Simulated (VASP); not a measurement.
Consider the following.

```
CELL_PARAMETERS angstrom
      3.75259     0.00000     0.00000
      0.00000     3.75259     0.00000
      0.00000     0.00000     3.75259
ATOMIC_POSITIONS crystal
  Cu 0.00000 0.50000 0.50000
  Cu 0.50000 0.00000 0.50000
  Cu 0.50000 0.50000 0.00000
  Au 0.00000 0.00000 0.00000
```

The numbers are results of rev-vdW-DF2, VASP's PBE PAW potentials (set 64) (plane waves; VASP 6.6.1), not measurements. Run with 520 eV cut-off, 9×9×9 Γ-centred mesh, tetrahedra with Blöchl corrections, potentials Cu Au.

The cores are frozen, which limits the accuracy of field gradients.

**Question.** Give the principal components of the electric field gradient (V/Å²) and the asymmetry η at each nucleus.

**Answer.** 
| atom | Vxx | Vyy | Vzz | η |
|---|---|---|---|---|
| Cu1 | -9.9 | -9.9 | 19.9 | 0.00 |
| Cu2 | -9.9 | -9.9 | 19.9 | 0.00 |
| Cu3 | -9.9 | -9.9 | 19.9 | 0.00 |
| Au4 | 0.0 | 0.0 | 0.0 | - |

The compound is Cu3Au in the L1_2 structure. It was relaxed first.
